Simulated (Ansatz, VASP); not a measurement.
## Mg3SeO: VASP beside Ansatz

```xyz
5
Lattice="4.1147 0.0000 0.0000 0.0000 4.1147 0.0000 0.0000 0.0000 6.9046" Properties=species:S:1:pos:R:3 pbc="T T T"
Mg    2.0573    0.0000    2.2438
Mg    2.0573    2.0573    6.4655
Mg    0.0000    2.0573    2.2438
Se    2.0573    2.0573    3.8968
O     0.0000    0.0000    8.8854
```

Change from the starting cell: species swapped into the KCrCl3 type (P4mm, No. 99).

Alike in both runs: functional PBE; k mesh 4 × 4 × 4; occupations gaussian, width 0.1 eV; no spin polarisation.

Ansatz relaxed the structure, and its values are those at the end. VASP's run is a single point on that final structure, the one shown.

```csv
,VASP,Ansatz
version,VASP 6.6.1,Ansatz 0.2.0
potentials or method,"VASP PAW PBE potentials, release 64 (Mg, Se, O)","scalar-relativistic, plane waves, PAW"
plane-wave cutoff (eV),520,420
valence electrons in the cell,18,52
```

|  | VASP | Ansatz | Ansatz less VASP |
| --- | --- | --- | --- |
| gap on the k mesh at the Fermi level (eV) | none | none | - |
| pressure (GPa) | -0.1 | 0.1 | +0.14 |

A gap of «none» marks a metal or a gap that the smearing closes. The two sets of potentials don't hold the same shells in valence.

Caveats: the k mesh is coarse (spacing up to 0.38 Å⁻¹), so the values aren't converged.
